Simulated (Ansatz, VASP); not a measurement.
**One calculation of SiSbTe3, two programs**

The input INCAR:

```
PREC = Accurate
ENCUT = 600
EDIFF = 1E-6
ISMEAR = 0
SIGMA = 0.1
LREAL = False
LASPH = True
NELM = 100
ALGO = Normal
ISIF = 3
LWAVE = False
LCHARG = False
GGA = PE
IBRION = 2
NSW = 100
EDIFFG = -0.01
```

Contents of KPOINTS:

```
Automatic mesh
0
Gamma
  8 8 8
```

Contents of POSCAR:

```
SiSbTe3
1.0
    5.7255863031      0.0000000000      0.0000000000
    0.0000000000      5.7255863031      0.0000000000
    0.0000000000      0.0000000000      5.7255863031
Si Sb Te
1 1 3
Direct
    0.5000000000      0.5000000000      0.5000000000
    0.0000000000      0.0000000000      0.0000000000
    0.5000000000      0.0000000000      0.0000000000
    0.0000000000      0.5000000000      0.0000000000
    0.0000000000      0.0000000000      0.5000000000
```

Input for Ansatz:

```yaml
crystal:
  lattice:
    - [5.7255863031, 0.0, 0.0]
    - [0.0, 5.7255863031, 0.0]
    - [0.0, 0.0, 5.7255863031]
  atoms:
    - { symbol: Si, position: [0.5, 0.5, 0.5] }
    - { symbol: Sb, position: [0.0, 0.0, 0.0] }
    - { symbol: Te, position: [0.5, 0.0, 0.0] }
    - { symbol: Te, position: [0.0, 0.5, 0.0] }
    - { symbol: Te, position: [0.0, 0.0, 0.5] }
basis:
  ecutwfc: 420
kpoints:
  mp_grid: { grid: [8, 8, 8] }
hamiltonian:
  xc: pbe
scf:
  occupations: { method: gaussian, width: 0.1 }
output:
  forces: true
  stress: true
  eigenvalues: true
relax:
  adjacent_minimum: "off"
  f_tol: 0.01
  max_steps: 80
  cell: { stress_tol: 0.05 }
```

Change from the starting cell: species swapped into the Ce3SnN type (Pm-3m, No. 221).

Alike in both runs: task relaxation of cell and atoms; functional PBE; k mesh 8 × 8 × 8; occupations gaussian, width 0.1 eV; no spin polarisation.

|  | VASP | Ansatz |
| --- | --- | --- |
| version | VASP 6.6.1 | Ansatz 0.2.0 |
| potentials or method | VASP PAW PBE potentials, release 64 (Si, Sb, Te) | scalar-relativistic, plane waves, PAW |
| plane-wave cutoff (eV) | 600 | 420 |
| valence electrons in the cell | 27 | 67 |

VASP gave:

| Property | Result |
| --- | --- |
| gap on the k mesh at the Fermi level, each at its own relaxed structure (eV) | none |
| relaxed volume (Å³/atom) | 37.06 |
| relaxed cell length with the largest relative difference (Å) | 5.701 |

**Question.** Which values does Ansatz return?

**Answer.** gap on the k mesh at the Fermi level, each at its own relaxed structure (eV): none; relaxed volume (Å³/atom): 37.08; relaxed cell length with the largest relative difference (Å): 5.702.

A gap of «none» marks a metal or a gap that the smearing closes. The two sets of potentials don't hold the same shells in valence.

The runs have no spin-orbit coupling, so splittings on Sb, Te are missing.
